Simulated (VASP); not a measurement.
Input of a VASP 6.6.1 run:

File INCAR:

```
SYSTEM = Sb2TeO2
PREC = Normal
ENCUT = 520
EDIFF = 1E-4
ISMEAR = 0
SIGMA = 0.15
LREAL = Auto
LASPH = .TRUE.
NELM = 60
ALGO = Fast
ISIF = 3
LWAVE = .FALSE.
LCHARG = .FALSE.
GGA = PE
IBRION = 2
NSW = 24
EDIFFG = -0.08
KPAR = 2
```

The input KPOINTS:

```
regular mesh
0
G
  4 1 4
  0 0 0
```

File POSCAR:

```
Sb2TeO2
1.0
    4.1000000000      0.0000000000      0.0000000000
    0.0000000000     13.4000000000      0.0000000000
    0.0000000000      0.0000000000      3.9100000000
Sb Te O
4 2 4
Direct
    0.5600000000      0.1450000000      0.5000000000
    0.0600000000      0.3550000000      0.0000000000
    0.9400000000      0.6450000000      0.0000000000
    0.4400000000      0.8550000000      0.5000000000
    0.0000000000      0.0000000000      0.0000000000
    0.5000000000      0.5000000000      0.5000000000
    0.9600000000      0.2500000000      0.5000000000
    0.4600000000      0.2500000000      0.0000000000
    0.5400000000      0.7500000000      0.0000000000
    0.0400000000      0.7500000000      0.5000000000
```

Potentials or basis: VASP PAW PBE potentials, release 64 (Sb, Te, O).

Command:

```console
$ cat potpaw_PBE.64/Sb/POTCAR potpaw_PBE.64/Te/POTCAR potpaw_PBE.64/O/POTCAR > POTCAR
$ mpirun -np 2 vasp_std > vasp.out
```

(1) Predict the relaxed cell.

(2) Estimate the band gap on the k mesh.

## Answers

(1) a = 3.936 Å, b = 12.743 Å, c = 3.847 Å, α = 90.00°, β = 90.00°, γ = 90.00°.

(2) none (metal or under the smearing width).

Caveat: the k mesh is coarse (spacing up to 0.47 Å⁻¹), so the values aren't converged.
